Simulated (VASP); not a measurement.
```yaml
crystal:
  lattice:
    - [0.00000, 2.56698, 2.56698]
    - [2.56698, 0.00000, 2.56698]
    - [2.56698, 2.56698, 0.00000]
  atoms:
    - { symbol: Sr, position: [0.00000, 0.00000, 0.00000] }
    - { symbol: O, position: [0.50000, 0.50000, 0.50000] }
```

Calculation: PBEsol GGA, VASP's PBE PAW potentials (set 64) (plane waves; VASP 6.6.1). Numerical set-up: 650 eV cut-off, 8×8×8 Γ-centred mesh, Gaussian smearing of 0.050 eV, potentials Sr_sv O.

Problem. Give the elastic stiffness tensor with the ions relaxed (GPa, in the frame of the cell).

Solution. 
|  | xx | yy | zz | yz | xz | xy |
|---|---|---|---|---|---|---|
| xx | 186 | 47.7 | 47.7 | 0.0 | 0.0 | 0.0 |
| yy | 47.7 | 186 | 47.7 | 0.0 | 0.0 | 0.0 |
| zz | 47.7 | 47.7 | 186 | 0.0 | 0.0 | 0.0 |
| yz | 0.0 | 0.0 | 0.0 | 55.0 | 0.0 | 0.0 |
| xz | 0.0 | 0.0 | 0.0 | 0.0 | 55.0 | 0.0 |
| xy | 0.0 | 0.0 | 0.0 | 0.0 | 0.0 | 55.0 |

Problem. Predict the Hill bulk modulus, Hill shear modulus, Young's modulus, Poisson's ratio.

Solution. 
- Hill bulk modulus: 93.7 GPa
- Hill shear modulus: 60.2 GPa
- Young's modulus: 149 GPa
- Poisson's ratio: 0.235

Measured: C11 175 GPa (computed value off by +5.9 %), C12 49.1 GPa (computed value off by -2.8 %), C44 55.9 GPa (computed value off by -1.6 %), as given by Oses et al., (2018), arXiv:1811.08464. The calculation is for a static lattice, while the measured C11, C12, C44 hold thermal and zero-point effects, which are part of the difference.

The compound is SrO in the rock salt structure. It was relaxed first.
